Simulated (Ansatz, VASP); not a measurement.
Two plane-wave programs on Ta3AsAu2O13

```
Ta As Au O
1.0
     6.80067   -1.92163   -0.02621
     6.80067    1.92163   -0.02621
    -1.72225    0.00000   10.37288
Ta As Au O
3 1 2 13
Direct
  0.29832 0.29832 0.63042
  0.35838 0.35838 0.00386
  0.64153 0.64153 0.99841
  0.70210 0.70210 0.36249
  0.60176 0.60176 0.63181
  0.39989 0.39989 0.36577
  0.34257 0.34257 0.80557
  0.41638 0.41638 0.55635
  0.78159 0.78159 0.59389
  0.65958 0.65958 0.20071
  0.59095 0.59095 0.43486
  0.21897 0.21897 0.41156
  0.61546 0.61546 0.82214
  0.14400 0.14400 0.64097
  0.38300 0.38300 0.17947
  0.84498 0.84498 0.35825
  0.50050 0.50050 0.00258
  0.81269 0.81269 0.99232
  0.18737 0.18737 0.00856
```

The cell was built by a generator and needn't be a form met in nature.

Alike in both runs: functional PBE; k mesh 7 × 7 × 3; occupations fermi-dirac, width 0.05 eV; no spin polarisation.

|  | VASP | Ansatz |
| --- | --- | --- |
| version | VASP 6.6.1 | Ansatz 0.2.0 |
| potentials or method | VASP PAW PBE potentials, release 64 (Ta_pv, As, Au, O) | PseudoDojo standard (PBE files) |
| plane-wave cutoff (eV) | 520 | 1143 |
| valence electrons in the cell | 138 | 170 |
| task | atomic charges | single point |

|  | VASP | Ansatz | Ansatz less VASP |
| --- | --- | --- | --- |
| gap on the k mesh at the Fermi level (eV) | none | none | - |
| pressure (GPa) | 0.7 | -0.7 | -1.40 |
| largest component of the traceless stress (GPa) | 0.40 | 0.22 | -0.179 |
| rms of the force components (eV/Å) | 0.077 | 0.040 | -0.0364 |

Atom by atom the forces differ by 0.102 eV/Å (rms over components). A gap of «none» marks a metal or a gap that the smearing closes. The functional is the same, so the differences come from potentials, cutoffs and numerics. The two sets of potentials don't hold the same shells in valence.

Spin-orbit coupling is left out, which matters for the levels of Au, Ta.
